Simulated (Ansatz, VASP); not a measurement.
# ZrPbO3: VASP beside Ansatz, part 2 of 3

Wanted: the spread between two codes on one cell, functional and k mesh. The cell is taken from a series of runs on this material, whose earlier steps may have relaxed, scaled, displaced or heated it; both programs get it as it stands.

VASP 6.6.1 and Ansatz 0.2.0.

So far: Starting point; Ansatz: zone-centre phonons, LDA.

## Step 3: VASP: zone-centre phonons, LDA

Level of this step: LDA; plane waves and PAW (Zr_sv, Pb_d, O) (VASP).

The same cell, functional (in two slightly different forms) and mesh now go to VASP, with its own data sets.

Lines of VASP's logs that name or quote its potential files are left out, and so is its time.

Contents of INCAR:

```
SYSTEM = ZrPbO3
PREC = Accurate
ENCUT = 600
EDIFF = 1E-08
NELM = 120
ISMEAR = 0
SIGMA = 0.01
LREAL = .FALSE.
ALGO = Normal
GGA = PW92
NBANDS = 28
LASPH = .TRUE.
LORBIT = 11
LWAVE = .FALSE.
LCHARG = .FALSE.
ISIF = 2
IBRION = 8
LEPSILON = .TRUE.
GGA_COMPAT = .FALSE.
EFERMI = MIDGAP
KPAR = 2
```

Contents of POSCAR:

```
ZrPbO3
1.0
    4.1031337280      0.0000000000      0.0000000000
    0.0000000000      4.1031337280      0.0000000000
    0.0000000000      0.0000000000      4.1031337280
Zr Pb O
1 1 3
Direct
    0.0000000000      0.0000000000      0.0000000000
    0.5000000000      0.5000000000      0.5000000000
    0.5000000000      0.0000000000      0.0000000000
    0.0000000000      0.0000000000      0.5000000000
    0.0000000000      0.5000000000      0.0000000000
```

Contents of KPOINTS:

```
Automatic mesh
0
Gamma
6 6 6
0 0 0
```

PAW data sets: Zr_sv, Pb_d and O (LDA family, release 64).

Run with:

```bash
mpirun -np 2 vasp_std
```

What it wrote:

```text
[banner, memory and clock lines left out]
running    2 mpi-ranks, on    1 nodes
 distrk:  each k-point on    1 cores,    2 groups
 distr:  one band on    1 cores,    1 groups

 POSCAR found type information on POSCAR ZrPbO
 POSCAR found :  3 types and       5 ions
|                                                                             |
|               ----> ADVICE to this user running VASP <----                  |
|                                                                             |
|     You enforced a specific xc type in the INCAR file but a different       |
|     [... a line on the potential file left out ...]
|     I HOPE YOU KNOW WHAT YOU ARE DOING!                                     |
|                                                                             |

 LDA part: xc-table for (Slater(with rela. corr.)+PW92), standard interpolation
 POSCAR, INCAR and KPOINTS ok, starting setup
 FFT: planning ... GRIDC
 FFT: planning ... GRID_SOFT
 FFT: planning ... GRID
 WAVECAR not read
 entering main loop
       N       E                     dE             d eps       ncg     rms          rms(c)
DAV:   1     0.577753800887E+03    0.57775E+03   -0.25043E+04  1120   0.200E+03
DAV:   2     0.205446421002E+02   -0.55721E+03   -0.53330E+03  1236   0.532E+02
DAV:   3    -0.472545479651E+02   -0.67799E+02   -0.65253E+02  1392   0.189E+02
DAV:   4    -0.512658975460E+02   -0.40113E+01   -0.39993E+01  1880   0.412E+01
DAV:   5    -0.513658345195E+02   -0.99937E-01   -0.99891E-01  1452   0.528E+00    0.325E+01
DAV:   6    -0.435412849402E+02    0.78245E+01   -0.44804E+01  1436   0.436E+01    0.142E+01
DAV:   7    -0.432837585969E+02    0.25753E+00   -0.33473E+00  1352   0.113E+01    0.952E+00
DAV:   8    -0.431829997528E+02    0.10076E+00   -0.42123E-01  1604   0.664E+00    0.137E+00
DAV:   9    -0.431795424676E+02    0.34573E-02   -0.53394E-02  1320   0.144E+00    0.424E-01
DAV:  10    -0.431794799500E+02    0.62518E-04   -0.48368E-03  1512   0.828E-01    0.236E-01
DAV:  11    -0.431794543365E+02    0.25613E-04   -0.43003E-04  1568   0.267E-01    0.416E-02
DAV:  12    -0.431794494649E+02    0.48716E-05   -0.31090E-05  1544   0.455E-02    0.712E-03
DAV:  13    -0.431794496198E+02   -0.15495E-06   -0.29592E-06  1688   0.203E-02    0.223E-03
DAV:  14    -0.431794495966E+02    0.23231E-07   -0.27737E-07  1572   0.453E-03    0.647E-04
DAV:  15    -0.431794495963E+02    0.24284E-09   -0.12170E-08   788   0.111E-03
   1 F= -.43179450E+02 E0= -.43179450E+02  d E =0.000000E+00
 Linear response reoptimize wavefunctions to high precision
DAV:   1    -0.431794495964E+02   -0.67303E-10   -0.23270E-09   712   0.530E-04
DAV:   2    -0.431794495966E+02   -0.19827E-09   -0.66062E-10   604   0.233E-04
DAV:   3    -0.431794495965E+02    0.80945E-10   -0.28887E-10   584   0.158E-04
 Linear response G [H, r] |phi>, progress :
  Direction:   1
       N       E                     dE             d eps       ncg     rms
RMM:   1    -0.166616992019E+03   -0.16662E+03    0.79351E+02  2032   0.168E+02
RMM:   2    -0.154935170805E+03    0.11682E+02   -0.57118E+01  2011   0.439E+01
RMM:   3    -0.155454372429E+03   -0.51920E+00   -0.98056E+00  2165   0.158E+01
RMM:   4    -0.155858313764E+03   -0.40394E+00   -0.36718E+00  2322   0.715E+00
RMM:   5    -0.156056437606E+03   -0.19812E+00   -0.11095E+00  2431   0.283E+00
RMM:   6    -0.156102746016E+03   -0.46308E-01   -0.31826E-01  2477   0.136E+00
RMM:   7    -0.156114878920E+03   -0.12133E-01   -0.10194E-01  2513   0.693E-01
RMM:   8    -0.156119060701E+03   -0.41818E-02   -0.37526E-02  2495   0.382E-01
RMM:   9    -0.156120214268E+03   -0.11536E-02    0.90542E-04  2464   0.206E-01
RMM:  10    -0.156120686607E+03   -0.47234E-03   -0.26702E-02  2385   0.115E-01
RMM:  11    -0.156120829413E+03   -0.14281E-03   -0.16670E-03  2279   0.710E-02
RMM:  12    -0.156120966067E+03   -0.13665E-03   -0.13603E-02  2134   0.449E-02
RMM:  13    -0.156120941936E+03    0.24131E-04   -0.82613E-03  2074   0.289E-02
RMM:  14    -0.156120987115E+03   -0.45180E-04   -0.51177E-03  2007   0.195E-02
RMM:  15    -0.156120996774E+03   -0.96592E-05   -0.33308E-03  1959   0.128E-02
RMM:  16    -0.156121004917E+03   -0.81429E-05   -0.15009E-03  1912   0.878E-03
RMM:  17    -0.156121008414E+03   -0.34972E-05   -0.12167E-03  1841   0.610E-03
RMM:  18    -0.156121011773E+03   -0.33589E-05   -0.91112E-04  1790   0.431E-03
RMM:  19    -0.156121010185E+03    0.15881E-05   -0.13347E-03  1730   0.310E-03
RMM:  20    -0.156121013228E+03   -0.30427E-05   -0.66992E-04  1721   0.224E-03
RMM:  21    -0.156121010143E+03    0.30848E-05   -0.51470E-04  1650   0.170E-03
RMM:  22    -0.156121013221E+03   -0.30781E-05   -0.39724E-04  1617   0.128E-03
RMM:  23    -0.156121011569E+03    0.16524E-05   -0.29224E-04  1543   0.101E-03
RMM:  24    -0.156121012608E+03   -0.10389E-05   -0.21550E-04  1482   0.802E-04
[...]
RMM:   2    -0.700873822253E+00    0.51919E-01   -0.17195E-01  3732   0.178E+00    0.253E-01
RMM:   3    -0.704328994989E+00   -0.34552E-02   -0.46786E-02  4214   0.609E-01    0.931E-02
RMM:   4    -0.706321473128E+00   -0.19925E-02   -0.80237E-03  4581   0.253E-01    0.441E-02
RMM:   5    -0.706682708547E+00   -0.36124E-03   -0.10328E-03  4646   0.103E-01    0.201E-02
RMM:   6    -0.706608463235E+00    0.74245E-04   -0.23604E-04  4939   0.525E-02    0.272E-03
[...]
Linear response progress:
  Degree of freedom:   2/  4
       N       E                     dE             d eps       ncg     rms          rms(c)
RMM:   1    -0.335665386656E+00   -0.33567E+00   -0.22895E-01  3087   0.383E+00
RMM:   2    -0.337457318947E+00   -0.17919E-02   -0.10620E-02  3452   0.711E-01    0.463E-02
RMM:   3    -0.337177431002E+00    0.27989E-03   -0.11230E-03  3666   0.198E-01    0.262E-02
RMM:   4    -0.336664143264E+00    0.51329E-03   -0.11436E-04  3813   0.694E-02    0.505E-03
RMM:   5    -0.336680743573E+00   -0.16600E-04   -0.16757E-05  4178   0.230E-02    0.285E-03
RMM:   6    -0.336683795138E+00   -0.30516E-05   -0.33023E-06  4419   0.952E-03    0.135E-03
RMM:   7    -0.336694027573E+00   -0.10232E-04   -0.11323E-06  4450   0.443E-03    0.152E-04
RMM:   8    -0.336692427646E+00    0.15999E-05   -0.38678E-07  4628   0.219E-03    0.990E-05
RMM:   9    -0.336692936910E+00   -0.50926E-06   -0.84181E-08  4748   0.114E-03    0.530E-05
RMM:  10    -0.336693621307E+00   -0.68440E-06   -0.66459E-08  4727   0.602E-04    0.215E-05
RMM:  11    -0.336693318179E+00    0.30313E-06    0.38208E-08  4705   0.341E-04    0.141E-05
RMM:  12    -0.336693366436E+00   -0.48257E-07    0.16931E-08  4782   0.202E-04    0.485E-06
RMM:  13    -0.336693376838E+00   -0.10402E-07   -0.39399E-08  4901   0.115E-04    0.342E-06
RMM:  14    -0.336693387183E+00   -0.10345E-07    0.10163E-09  4715   0.721E-05    0.158E-06
RMM:  15    -0.336693385112E+00    0.20708E-08    0.66715E-09  4633   0.449E-05    0.575E-07
 first order change of Fermi-energy  -0.59883E-04
 force on displaced ion       2 direction 1 :   0.697   0.000   0.000
 Born effective charge ion    2 direction 1 :   3.925   0.000   0.000
 Linear response progress:
  Degree of freedom:   3/  4
       N       E                     dE             d eps       ncg     rms          rms(c)
RMM:   1    -0.386463145006E+00   -0.38646E+00    0.15421E-01  4414   0.274E+00
RMM:   2    -0.368965494247E+00    0.17498E-01   -0.46826E-02  4162   0.688E-01    0.169E-01
RMM:   3    -0.370818131709E+00   -0.18526E-02   -0.59739E-03  3989   0.316E-01    0.977E-02
RMM:   4    -0.372771153089E+00   -0.19530E-02   -0.29441E-03  4308   0.193E-01    0.333E-02
RMM:   5    -0.373116922442E+00   -0.34577E-03   -0.66351E-04  4634   0.925E-02    0.980E-03
RMM:   6    -0.373194990012E+00   -0.78068E-04   -0.19505E-04  4748   0.396E-02    0.409E-03
RMM:   7    -0.373150156490E+00    0.44834E-04   -0.65171E-05  4428   0.208E-02    0.125E-03
RMM:   8    -0.373160715328E+00   -0.10559E-04   -0.38992E-05  4832   0.107E-02    0.780E-04
RMM:   9    -0.373163672936E+00   -0.29576E-05   -0.22334E-05  4881   0.561E-03    0.657E-04
RMM:  10    -0.373165087975E+00   -0.14150E-05   -0.43813E-05  4671   0.350E-03    0.448E-04
RMM:  11    -0.373168235314E+00   -0.31473E-05   -0.18745E-05  4783   0.216E-03    0.277E-04
RMM:  12    -0.373168042948E+00    0.19237E-06   -0.22736E-05  4621   0.145E-03    0.209E-04
RMM:  13    -0.373167314174E+00    0.72877E-06   -0.11187E-05  4727   0.963E-04    0.106E-04
RMM:  14    -0.373167338016E+00   -0.23841E-07   -0.86926E-06  4939   0.620E-04    0.103E-04
[...]
RMM:  19    -0.373167335862E+00    0.20417E-07   -0.13844E-06  4906   0.944E-05    0.522E-06
RMM:  20    -0.373167336417E+00   -0.55502E-09   -0.77878E-07  4694   0.642E-05    0.457E-06
RMM:  21    -0.373167346879E+00   -0.10462E-07   -0.61631E-07  4448   0.456E-05    0.196E-06
RMM:  22    -0.373167353678E+00   -0.67987E-08   -0.39695E-07  4572   0.321E-05    0.106E-06
RMM:  23    -0.373167351534E+00    0.21445E-08   -0.34264E-07  4148   0.221E-05    0.677E-07
RMM:  24    -0.373167358569E+00   -0.70349E-08   -0.20638E-07  4214   0.161E-05    0.626E-07
RMM:  25    -0.373167356673E+00    0.18952E-08   -0.10817E-07  3070   0.111E-05    0.728E-07
RMM:  26    -0.373167357588E+00   -0.91427E-09   -0.88554E-08  3104   0.828E-06    0.582E-07
 first order change of Fermi-energy   0.59360E-03
 force on displaced ion       3 direction 1 : -18.149   0.000  -0.000
 Born effective charge ion    3 direction 1 :  -4.869   0.000   0.000
 Linear response progress:
  Degree of freedom:   4/  4
       N       E                     dE             d eps       ncg     rms          rms(c)
RMM:   1    -0.370142392550E+00   -0.37014E+00    0.21967E-01  7047   0.260E+00
RMM:   2    -0.360537193755E+00    0.96052E-02   -0.15442E-02  6009   0.589E-01    0.124E-01
RMM:   3    -0.361646924030E+00   -0.11097E-02   -0.25865E-03  5867   0.262E-01    0.641E-02
RMM:   4    -0.363081593631E+00   -0.14347E-02   -0.87557E-04  6033   0.138E-01    0.171E-02
RMM:   5    -0.363075154364E+00    0.64393E-05   -0.15677E-04  6775   0.555E-02    0.419E-03
RMM:   6    -0.363089245395E+00   -0.14091E-04   -0.47996E-05  7432   0.241E-02    0.173E-03
RMM:   7    -0.363072377703E+00    0.16868E-04   -0.16308E-05  7219   0.998E-03    0.929E-04
RMM:   8    -0.363089965920E+00   -0.17588E-04   -0.48448E-06  7419   0.524E-03    0.347E-04
RMM:   9    -0.363086166659E+00    0.37993E-05   -0.11653E-06  7494   0.276E-03    0.160E-04
RMM:  10    -0.363085770862E+00    0.39580E-06    0.41262E-06  7888   0.153E-03    0.582E-05
RMM:  11    -0.363086580373E+00   -0.80951E-06    0.42613E-06  7822   0.912E-04    0.279E-05
RMM:  12    -0.363086527721E+00    0.52653E-07    0.16744E-06  8115   0.548E-04    0.803E-06
RMM:  13    -0.363086641102E+00   -0.11338E-06    0.21444E-06  7889   0.357E-04    0.217E-05
RMM:  14    -0.363086834357E+00   -0.19326E-06    0.89035E-07  7267   0.238E-04    0.522E-06
RMM:  15    -0.363087013429E+00   -0.17907E-06    0.13620E-06  7258   0.166E-04    0.570E-06
RMM:  16    -0.363086886401E+00    0.12703E-06    0.29282E-07  6858   0.112E-04    0.927E-06
RMM:  17    -0.363086983230E+00   -0.96829E-07    0.57406E-07  6836   0.781E-05    0.370E-06
RMM:  18    -0.363087047812E+00   -0.64582E-07    0.22217E-07  7162   0.545E-05    0.836E-07
RMM:  19    -0.363087011332E+00    0.36480E-07    0.36333E-07  6432   0.372E-05    0.487E-06
RMM:  20    -0.363087024752E+00   -0.13419E-07    0.23889E-08  5941   0.258E-05    0.423E-06
RMM:  21    -0.363087020603E+00    0.41486E-08    0.13660E-07  5063   0.179E-05    0.561E-06
RMM:  22    -0.363087023775E+00   -0.31718E-08    0.84353E-08  4483   0.128E-05    0.584E-06
 first order change of Fermi-energy   0.19511E-04
 force on displaced ion       3 direction 2 :   0.000  -0.237   0.000
 Born effective charge ion    3 direction 2 :   0.000  -2.498   0.000
 Born effective charges drift removed
 Linear response finished
```

(Continued in part 3 of 3.)

[Lines on the potential files, build, host, timing and source positions are cut from VASP's logs without a mark.]

[Logs are printed without paths, hosts, clocks, repeated set-up lines and the standing remarks that a program may print on its own settings, such as how far it seeks lower states.]

[Hosts, paths, dates, database ids (printed as entryN), source tags and the programs' standing remarks are cut or masked in the printed files.]
